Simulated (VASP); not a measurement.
These are r2SCAN+rVV10, VASP's PBE PAW potentials (set 64) (plane waves; VASP) values and carry that method's errors.

Input for VASP

### INCAR
```
ALGO=Normal
BPARAM=11.95
CPARAM=0.0093
EDIFF=1E-7
EDIFFG=-0.01
ENCUT=520
IBRION=2
ISIF=4
ISMEAR=0
LASPH=.TRUE.
LCHARG=.FALSE.
LMAXMIX=4
LMIXTAU=.TRUE.
LREAL=.FALSE.
LUSE_VDW=.TRUE.
LWAVE=.FALSE.
METAGGA=R2SCAN
NELM=100
NSW=30
PREC=Accurate
SIGMA=0.05
SYSTEM=SnO2
```

**KPOINTS**
```
Automatic
0
gamma
5 5 7
0 0 0
```

### POSCAR
```
SnO2
1.0
  4.7512388387   0.0000000000   0.0000000000
  0.0000000000   4.7512388387   0.0000000000
  0.0000000000   0.0000000000   3.2063481965
Sn O
2 4
Cart
  0.0000000000   0.0000000000   0.0000000000
  2.3756194193   2.3756194193   1.6031740983
  1.4523682092   1.4523682092   0.0000000000
  3.8279876286   0.9232512101   1.6031740983
  0.9232512101   3.8279876286   1.6031740983
  3.2988706295   3.2988706295   3.2063481965
```

POTCAR, in this order: Sn_d O (PBE.64 set). Program: vasp_std.

Output of the run:

### OUTCAR
```
 ion  position               nearest neighbor table
   1  0.000  0.000  0.000-   3 2.05   6 2.05   5 2.07   4 2.07   4 2.07   5 2.07   2 3.72   2 3.72
                             2 3.72   2 3.72   2 3.72   2 3.72   2 3.72   2 3.72
   2  0.500  0.500  0.500-   4 2.05   5 2.05   3 2.07   6 2.07   3 2.07   6 2.07   1 3.72   1 3.72
                             1 3.72   1 3.72   1 3.72   1 3.72   1 3.72   1 3.72
   3  0.306  0.306  0.000-   1 2.05   2 2.07   2 2.07
   4  0.806  0.194  0.500-   2 2.05   1 2.07   1 2.07
   5  0.194  0.806  0.500-   2 2.05   1 2.07   1 2.07
   6  0.694  0.694  0.000-   1 2.05   2 2.07   2 2.07
  LATTYP: Found a simple tetragonal cell.
 ALAT       =     4.7512388387
 C/A-ratio  =     0.6748446680
 Subroutine PRICEL returns:
 Original cell was already a primitive cell.
 Subroutine GETGRP returns: Found 16 space group operations
The static configuration has the point symmetry D_2h.
 The point group associated with its full space group is D_4h.
The dynamic configuration has the point symmetry D_2h.
 Subroutine INISYM returns: Found 16 space group operations
 Subroutine IBZKPT returns following result:
 Found     24 irreducible k-points:

 Following reciprocal coordinates:
            Coordinates               Weight
  0.000000  0.000000  0.000000      1.000000
  0.200000  0.000000  0.000000      4.000000
  0.400000  0.000000  0.000000      4.000000
  0.200000  0.200000  0.000000      4.000000
  0.400000  0.200000  0.000000      8.000000
  0.400000  0.400000  0.000000      4.000000
  0.000000  0.000000  0.142857      2.000000
  0.200000  0.000000  0.142857      8.000000
  0.400000  0.000000  0.142857      8.000000
  0.200000  0.200000  0.142857      8.000000
  0.400000  0.200000  0.142857     16.000000
  0.400000  0.400000  0.142857      8.000000
  0.000000  0.000000  0.285714      2.000000
  0.200000  0.000000  0.285714      8.000000
  0.400000  0.000000  0.285714      8.000000
  0.200000  0.200000  0.285714      8.000000
  0.400000  0.200000  0.285714     16.000000
  0.400000  0.400000  0.285714      8.000000
  0.000000  0.000000  0.428571      2.000000
  0.200000  0.000000  0.428571      8.000000
  0.400000  0.000000  0.428571      8.000000
  0.200000  0.200000  0.428571      8.000000
  0.400000  0.200000  0.428571     16.000000
  0.400000  0.400000  0.428571      8.000000
   k-points           NKPTS =     24   k-points in BZ     NKDIM =     24   number of bands    NBANDS=     31
   number of dos      NEDOS =    301   number of ions     NIONS =      6
   total plane-waves  NPLWV =  31104
   dimension x,y,z NGX =    36 NGY =   36 NGZ =   24
   dimension x,y,z NGXF=    72 NGYF=   72 NGZF=   48
   ions per type =               2   4
   PREC   = accura    normal or accurate (medium, high low for compatibility)
   ISTART =      0    job   : 0-new  1-cont  2-samecut
   ICHARG =      2    charge: 1-file 2-atom 10-const
   ISPIN  =      1    spin polarized calculation?
   LNONCOLLINEAR =      F non collinear calculations
   LSORBIT =      F    spin-orbit coupling
   INIWAV =      1    electr: 0-lowe 1-rand  2-diag
   ENCUT  =  520.0 eV  38.22 Ry    6.18 a.u.   8.83  8.83  5.96*2*pi/ulx,y,z
   NELM   =    100;   NELMIN=  2; NELMDL= -5     # of ELM steps
   EDIFF  = 0.1E-06   stopping-criterion for ELM
   LREAL  =      F    real-space projection
   NLSPLINE    = F    spline interpolate recip. space projectors
   LMAXMIX     =    4 max onsite mixed and CHGCAR
   VOSKOWN=      0    Vosko Wilk Nusair interpolation
   EDIFFG = -.1E-01   stopping-criterion for IOM
   NSW    =     30    number of steps for IOM
   NBLOCK =      1;   KBLOCK =     30    inner block; outer block
   IBRION =      2    ionic relax: 0-MD 1-quasi-New 2-CG
   NFREE  =      1    steps in history (QN), initial steepest desc. (CG)
   ISIF   =      4    stress and relaxation
   ISYM   =      2    0-nonsym 1-usesym 2-fastsym
...
```

File OSZICAR:
```
       N       E                     dE             d eps       ncg     rms          rms(c)
DAV:   1     0.608376399595E+03    0.60838E+03   -0.26946E+04  1588   0.267E+03
DAV:   2    -0.253658018428E+01   -0.61091E+03   -0.58775E+03  1690   0.698E+02
DAV:   3    -0.972569128619E+02   -0.94720E+02   -0.93634E+02  1733   0.232E+02
DAV:   4    -0.101828694823E+03   -0.45718E+01   -0.45533E+01  1761   0.566E+01
DAV:   5    -0.101981504295E+03   -0.15281E+00   -0.15276E+00  1932   0.104E+01    0.157E+01
DAV:   6    -0.859971720952E+02    0.15984E+02   -0.15937E+01  2298   0.734E+01    0.690E+00
DAV:   7    -0.821670217209E+02    0.38302E+01   -0.25523E+00  2134   0.168E+01    0.326E+00
DAV:   8    -0.880476977591E+02   -0.58807E+01   -0.16961E+00  1828   0.122E+01    0.219E+00
DAV:   9    -0.833348842407E+02    0.47128E+01   -0.62027E-01  1600   0.695E+00    0.583E-01
DAV:  10    -0.832573374607E+02    0.77547E-01   -0.31415E-01  1806   0.431E+00    0.357E-01
DAV:  11    -0.832678960933E+02   -0.10559E-01   -0.23435E-02  1712   0.149E+00    0.278E-01
DAV:  12    -0.832676925716E+02    0.20352E-03   -0.64640E-03  2424   0.103E+00    0.912E-02
DAV:  13    -0.832493532646E+02    0.18339E-01   -0.61127E-03  1545   0.720E-01    0.436E-02
DAV:  14    -0.832808156919E+02   -0.31462E-01   -0.88851E-03  1704   0.959E-01    0.683E-02
DAV:  15    -0.832811293550E+02   -0.31366E-03   -0.40918E-04  1824   0.210E-01    0.523E-02
DAV:  16    -0.832811945445E+02   -0.65190E-04   -0.67703E-05  1832   0.811E-02    0.436E-02
DAV:  17    -0.832812757538E+02   -0.81209E-04   -0.36854E-05  1834   0.641E-02    0.126E-02
DAV:  18    -0.832813192039E+02   -0.43450E-04   -0.21975E-05  1995   0.568E-02    0.516E-03
DAV:  19    -0.832813149263E+02    0.42776E-05   -0.18523E-06  2386   0.164E-02    0.367E-03
DAV:  20    -0.832813194454E+02   -0.45191E-05   -0.20353E-06  1915   0.160E-02    0.204E-03
DAV:  21    -0.832813191279E+02    0.31754E-06   -0.31169E-07  1549   0.756E-03    0.151E-03
DAV:  22    -0.832813210999E+02   -0.19720E-05   -0.77838E-07  1408   0.880E-03    0.117E-03
DAV:  23    -0.832813211040E+02   -0.41109E-08   -0.14444E-07  1066   0.446E-03
   1 F= -.83281321E+02 E0= -.83281321E+02  d E =-.832813E+02
```

**OUTCAR**
```
------------------------ aborting loop because EDIFF is reached ----------------------------------------
  FORCE on cell =-STRESS in cart. coord.  units (eV):
  Direction    XX          YY          ZZ          XY          YZ          ZX
  --------------------------------------------------------------------------------------
  Total        0.0275245      0.0275245     -0.0011178      0.0000000      0.0000000      0.0000000
  in kB        0.6092636      0.6092636     -0.0247428      0.0000000      0.0000000      0.0000000
  external PRESSURE =       0.3979281 kB  Pullay stress =       0.0000000 kB
  volume of cell :       72.38
      direct lattice vectors                 reciprocal lattice vectors
     4.751238839  0.000000000  0.000000000     0.210471423  0.000000000  0.000000000
     0.000000000  4.751238839  0.000000000     0.000000000  0.210471423  0.000000000
     0.000000000  0.000000000  3.206348197     0.000000000  0.000000000  0.311881286
 POSITION                                       TOTAL-FORCE (eV/Angst)
 -----------------------------------------------------------------------------------
      0.00000      0.00000      0.00000         0.000000     -0.000000      0.000000
      2.37562      2.37562      1.60317         0.000000     -0.000000      0.000000
      1.45237      1.45237      0.00000         0.004991      0.004991      0.000000
      3.82799      0.92325      1.60317         0.004991     -0.004991      0.000000
      0.92325      3.82799      1.60317        -0.004991      0.004991      0.000000
      3.29887      3.29887      0.00000        -0.004991     -0.004991      0.000000
 -----------------------------------------------------------------------------------
    total drift:                                0.000000      0.000000      0.000000
  FREE ENERGIE OF THE ION-ELECTRON SYSTEM (eV)
  ---------------------------------------------------
  free  energy   TOTEN  =       -83.2813211040 eV

  energy  without entropy=      -83.2813211040  energy(sigma->0) =      -83.28132110

 reached required accuracy - stopping structural energy minimisation
```
(Selected blocks of OUTCAR.)

The compound is SnO2 in the rutile structure. It was relaxed first.
